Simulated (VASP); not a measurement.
All values below come from LDA (Ceperley-Alder, Perdew-Zunger), VASP's LDA PAW potentials (set 64) (plane waves; VASP).

The input files of a VASP run:

### INCAR
```
ALGO=Normal
EDIFF=1E-7
EDIFFG=-0.01
ENCUT=520
IBRION=2
ISIF=4
ISMEAR=0
LASPH=.True.
LCHARG=.False.
LMAXMIX=4
LREAL=.False.
LWAVE=.False.
NELM=100
NSW=30
PREC=Accurate
SIGMA=0.05
SYSTEM=PbO
```

File KPOINTS:
```
Automatic mesh
0
Gamma
6 6 5
0 0 0
```

**POSCAR**
```
PbO
1
    3.9045476092     0.0000000000     0.0000000000
    0.0000000000     3.9045476092     0.0000000000
    0.0000000000     0.0000000000     4.8384517449
Pb O
2 2
Direct
  0.5000000000   1.0000000000   0.7579538409
  0.0000000000   0.5000000000   0.2420461591
  0.5000000000   0.5000000000   0.0000000000
  1.0000000000   0.0000000000   0.0000000000
```

POTCAR, in this order: Pb_d O (LDA.64 set). Program: vasp_std.

What VASP printed:

OSZICAR:
```
       N       E                     dE             d eps       ncg     rms          rms(c)
DAV:   1     0.455200053789E+03    0.45520E+03   -0.20552E+04  1440   0.203E+03
DAV:   2     0.316944231676E+02   -0.42351E+03   -0.41585E+03  1528   0.504E+02
DAV:   3    -0.266133828306E+02   -0.58308E+02   -0.57057E+02  1888   0.198E+02
DAV:   4    -0.285910407115E+02   -0.19777E+01   -0.19768E+01  1600   0.408E+01
DAV:   5    -0.286630307629E+02   -0.71990E-01   -0.71980E-01  2024   0.742E+00    0.118E+01
DAV:   6    -0.245975736479E+02    0.40655E+01   -0.31010E+01  2288   0.469E+01    0.494E+00
DAV:   7    -0.244379050086E+02    0.15967E+00   -0.28561E+00  1824   0.131E+01    0.242E+00
DAV:   8    -0.244137495245E+02    0.24155E-01   -0.83372E-01  2024   0.673E+00    0.122E+00
DAV:   9    -0.243794238691E+02    0.34326E-01   -0.19271E-01  2240   0.402E+00    0.194E-01
DAV:  10    -0.243810160947E+02   -0.15922E-02   -0.15731E-02  1752   0.841E-01    0.781E-02
DAV:  11    -0.243808688279E+02    0.14727E-03   -0.21531E-03  2456   0.416E-01    0.482E-02
DAV:  12    -0.243808599071E+02    0.89208E-05   -0.16678E-04  1848   0.121E-01    0.415E-02
DAV:  13    -0.243808377710E+02    0.22136E-04   -0.16391E-04  2400   0.116E-01    0.626E-03
DAV:  14    -0.243808384802E+02   -0.70913E-06   -0.16522E-05  1824   0.315E-02    0.304E-03
DAV:  15    -0.243808383316E+02    0.14862E-06   -0.90047E-07  1696   0.103E-02    0.179E-03
DAV:  16    -0.243808383270E+02    0.45557E-08   -0.33749E-07  1288   0.715E-03
   1 F= -.24380838E+02 E0= -.24380838E+02  d E =-.243808E+02
       N       E                     dE             d eps       ncg     rms          rms(c)
DAV:   1    -0.243785188199E+02    0.23195E-02   -0.61731E+00  1792   0.145E+01    0.319E-01
DAV:   2    -0.243923109199E+02   -0.13792E-01   -0.16694E-01  2104   0.423E+00    0.174E-01
DAV:   3    -0.243918586134E+02    0.45231E-03   -0.14700E-03  2200   0.428E-01    0.101E-01
DAV:   4    -0.243915936291E+02    0.26498E-03   -0.44712E-04  2248   0.282E-01    0.209E-02
DAV:   5    -0.243915927499E+02    0.87930E-06   -0.99797E-05  1800   0.101E-01    0.970E-03
DAV:   6    -0.243915920914E+02    0.65846E-06   -0.11174E-05  2048   0.502E-02    0.454E-03
DAV:   7    -0.243915919418E+02    0.14958E-06   -0.21153E-06  1976   0.166E-02    0.129E-03
DAV:   8    -0.243915919373E+02    0.44938E-08   -0.23781E-07   968   0.672E-03
   2 F= -.24391592E+02 E0= -.24391592E+02  d E =-.107536E-01
       N       E                     dE             d eps       ncg     rms          rms(c)
DAV:   1    -0.243911598454E+02    0.43210E-03   -0.40279E-01  1760   0.366E+00    0.748E-02
DAV:   2    -0.243920989512E+02   -0.93911E-03   -0.10541E-02  2128   0.112E+00    0.398E-02
DAV:   3    -0.243920587328E+02    0.40218E-04   -0.10529E-04  2224   0.129E-01    0.178E-02
DAV:   4    -0.243920505321E+02    0.82007E-05   -0.22875E-05  2216   0.619E-02    0.459E-03
DAV:   5    -0.243920505274E+02    0.47030E-08   -0.42180E-06  2048   0.239E-02    0.214E-03
DAV:   6    -0.243920505179E+02    0.94933E-08   -0.45021E-07  1472   0.104E-02
   3 F= -.24392051E+02 E0= -.24392051E+02  d E =-.112122E-01
       N       E                     dE             d eps       ncg     rms          rms(c)
DAV:   1    -0.243993997063E+02   -0.73492E-02   -0.43028E-01  1568   0.568E+00    0.437E-01
DAV:   2    -0.243961325587E+02    0.32671E-02   -0.14709E-02  2216   0.155E+00    0.269E-01
DAV:   3    -0.243940664558E+02    0.20661E-02   -0.23674E-03  2008   0.731E-01    0.562E-02
DAV:   4    -0.243940176927E+02    0.48763E-04   -0.58326E-04  2176   0.226E-01    0.131E-02
DAV:   5    -0.243940167959E+02    0.89677E-06   -0.36368E-05  1752   0.603E-02    0.494E-03
DAV:   6    -0.243940163076E+02    0.48834E-06   -0.19750E-06  2272   0.231E-02    0.208E-03
DAV:   7    -0.243940163185E+02   -0.10960E-07   -0.38718E-07  1488   0.526E-03
   4 F= -.24394016E+02 E0= -.24394016E+02  d E =-.196580E-02
       N       E                     dE             d eps       ncg     rms          rms(c)
DAV:   1    -0.244139025138E+02   -0.19886E-01   -0.14628E+00  1552   0.105E+01    0.807E-01
DAV:   2    -0.244029405571E+02    0.10962E-01   -0.51478E-02  2200   0.282E+00    0.497E-01
DAV:   3    -0.243959271651E+02    0.70134E-02   -0.79324E-03  2064   0.132E+00    0.108E-01
DAV:   4    -0.243957272977E+02    0.19987E-03   -0.19993E-03  2160   0.435E-01    0.246E-02
DAV:   5    -0.243957251913E+02    0.21064E-05   -0.14216E-04  1720   0.119E-01    0.943E-03
DAV:   6    -0.243957234206E+02    0.17707E-05   -0.75764E-06  2392   0.453E-02    0.396E-03
DAV:   7    -0.243957234442E+02   -0.23569E-07   -0.14604E-06  1744   0.993E-03    0.148E-03
DAV:   8    -0.243957234268E+02    0.17374E-07   -0.15381E-07   872   0.431E-03
   5 F= -.24395723E+02 E0= -.24395723E+02  d E =-.367291E-02
       N       E                     dE             d eps       ncg     rms          rms(c)
DAV:   1    -0.243969164725E+02   -0.11930E-02   -0.87783E-02  1592   0.256E+00    0.198E-01
DAV:   2    -0.243962311823E+02    0.68529E-03   -0.28684E-03  2208   0.690E-01    0.121E-01
DAV:   3    -0.243958116670E+02    0.41952E-03   -0.47325E-04  2048   0.328E-01    0.259E-02
DAV:   4    -0.243958003590E+02    0.11308E-04   -0.11684E-04  2152   0.101E-01    0.595E-03
DAV:   5    -0.243958001920E+02    0.16695E-06   -0.76989E-06  1768   0.279E-02    0.223E-03
DAV:   6    -0.243958000733E+02    0.11876E-06   -0.30754E-07  1448   0.107E-02    0.944E-04
DAV:   7    -0.243958000847E+02   -0.11473E-07   -0.16132E-07   920   0.378E-03
   6 F= -.24395800E+02 E0= -.24395800E+02  d E =-.374957E-02
```

OUTCAR:
```
------------------------ aborting loop because EDIFF is reached ----------------------------------------
  FORCE on cell =-STRESS in cart. coord.  units (eV):
  Direction    XX          YY          ZZ          XY          YZ          ZX
  --------------------------------------------------------------------------------------
  Total        0.3972301      0.3972301      0.3979714      0.0000000     -0.0000000      0.0000000
  in kB        8.6278945      8.6278945      8.6439957      0.0000000     -0.0000000      0.0000000
  external PRESSURE =       8.6332616 kB  Pullay stress =       0.0000000 kB
  volume of cell :       73.76
      direct lattice vectors                 reciprocal lattice vectors
     3.940620596  0.000000000  0.000000000     0.253767135  0.000000000  0.000000000
     0.000000000  3.940620596 -0.000000000     0.000000000  0.253767135 -0.000000000
     0.000000000  0.000000000  4.750273483     0.000000000  0.000000000  0.210514195
 POSITION                                       TOTAL-FORCE (eV/Angst)
 -----------------------------------------------------------------------------------
      1.97031      0.00000      3.57178        -0.000000     -0.000000     -0.007517
      0.00000      1.97031      1.17849        -0.000000      0.000000      0.007517
      1.97031      1.97031     -0.00000         0.000000      0.000000      0.000000
      0.00000      0.00000      0.00000        -0.000000     -0.000000      0.000000
 -----------------------------------------------------------------------------------
    total drift:                                0.000000      0.000000      0.000000
  FREE ENERGIE OF THE ION-ELECTRON SYSTEM (eV)
  ---------------------------------------------------
  free  energy   TOTEN  =       -24.3958000847 eV

  energy  without entropy=      -24.3958000847  energy(sigma->0) =      -24.39580008

 reached required accuracy - stopping structural energy minimisation
```
(Selected blocks of OUTCAR.)

CONTCAR:
```
PbO
   1.00000000000000
     3.9406205964154069    0.0000000000000000    0.0000000000000000
     0.0000000000000000    3.9406205964154069   -0.0000000000000000
     0.0000000000000000    0.0000000000000000    4.7502734826840056
  Pb              O
     2     2
Direct
     0.5000000000000000    0.0000000000000000    0.7519108935178741
     0.0000000000000000    0.5000000000000000    0.2480891064821260
     0.5000000000000000    0.5000000000000000    0.0000000000000000
     0.0000000000000000    0.0000000000000000    0.0000000000000000
```

The compound is PbO in the litharge structure. This cell is one point of a volume scan, at 0.97 of the reference volume. Symmetry was kept, so distortions that lower it aren't found.
